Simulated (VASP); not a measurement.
Computed with r2SCAN meta-GGA, VASP's PBE PAW potentials (set 64) (plane waves; VASP).

VASP input:

### KPOINTS
```
kpoints
0
G
12 12 12
```

INCAR:
```
! general
SYSTEM =HfC
PREC   =Accurate
ENCUT  =600   ! plane-wave cut-off (eV)
LREAL  =.FALSE.   ! projection in real space or not
LASPH  =.TRUE.

! electronic loop
EDIFF  =1E-7   ! SCF stop (eV)
NELM   =100   ! most electronic steps
ALGO   =Normal
LMAXMIX=6   ! l cut-off of mixed one-centre charges
LMIXTAU=.TRUE.

! smearing
ISMEAR =1   ! Methfessel-Paxton
SIGMA  =0.1   ! width (eV)

! functional
METAGGA=R2SCAN

! ions
ISIF   =2

! output
LWAVE  =.FALSE.
LCHARG =.FALSE.
```

### POSCAR
```
HfC
1
    0.0173794651     2.3172620169     2.3172620169
    2.3172620169     0.0173794651     2.3172620169
    2.3346414821     2.3346414821     0.0000000000
Hf C
1 1
Direct
  0.0000000000   0.0000000000   0.0000000000
  0.5000000000   0.5000000000   0.5000000000
```

POTCAR, in this order: Hf_pv C (PBE.64 set). Program: vasp_std.

Unless said otherwise, spin-orbit coupling is left out, though it shifts the bands of the heavy elements here.

Estimate the energy per atom (σ→0), band gap (on the k-mesh).

```
Item                                                        Result
------------------------  ----------------------------------------
energy per atom (σ→0)                              -28.670 eV/atom
band gap (on the k-mesh)  none (metal, semimetal or under 0.01 eV)
```

### OSZICAR
```
...
DAV:  10    -0.573463760820E+02   -0.22136E+00   -0.87537E-02  6706   0.318E+00    0.117E+00
DAV:  11    -0.573359055516E+02    0.10471E-01   -0.11844E-02  7385   0.103E+00    0.979E-01
DAV:  12    -0.573334129003E+02    0.24927E-02   -0.14346E-03  6798   0.366E-01    0.235E-01
DAV:  13    -0.573394124256E+02   -0.59995E-02   -0.32731E-03  6865   0.543E-01    0.176E-01
DAV:  14    -0.573403862769E+02   -0.97385E-03   -0.12531E-03  8025   0.350E-01    0.172E-01
DAV:  15    -0.573403851248E+02    0.11521E-05   -0.87144E-06  7505   0.319E-02    0.180E-01
DAV:  16    -0.573403850791E+02    0.45704E-07   -0.40630E-07  7734   0.564E-03
   1 F= -.57340385E+02 E0= -.57340315E+02  d E =-.209552E-03
```

The compound is HfC in the rock salt structure. This cell was strained or had an atom moved on purpose.
